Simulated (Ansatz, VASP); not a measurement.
## PPt in VASP and in Ansatz

```
CELL_PARAMETERS angstrom
0.00000 2.44782 2.44782
2.44782 0.00000 2.44782
2.44782 2.44782 0.00000
ATOMIC_POSITIONS crystal
Pt 0.50000 0.50000 0.50000
P 0.00000 0.00000 0.00000
```

Alike in both runs: task single point; functional PBEsol; k mesh 12 × 12 × 12; occupations gaussian, width 0.05 eV; no spin polarisation.

|  | VASP | Ansatz |
| --- | --- | --- |
| version | VASP 6.6.1 | Ansatz 0.2.0 |
| potentials or method | VASP PAW PBE potentials, release 64 (Pt, P) | scalar-relativistic, plane waves, PAW |
| plane-wave cutoff (eV) | 520 | 420 |
| valence electrons in the cell | 15 | 23 |

```tsv
	VASP	Ansatz	Ansatz less VASP
gap on the k mesh at the Fermi level (eV)	none	none	-
pressure (GPa)	8.7	8.7	-0.02
```

A gap of «none» marks a metal or a gap that the smearing closes. The two sets of potentials don't hold the same shells in valence.

Caveats: the PAW data sets were made with another functional, which shifts forces and pressure a little (VASP). Spin-orbit coupling is left out, which matters for the levels of Pt.
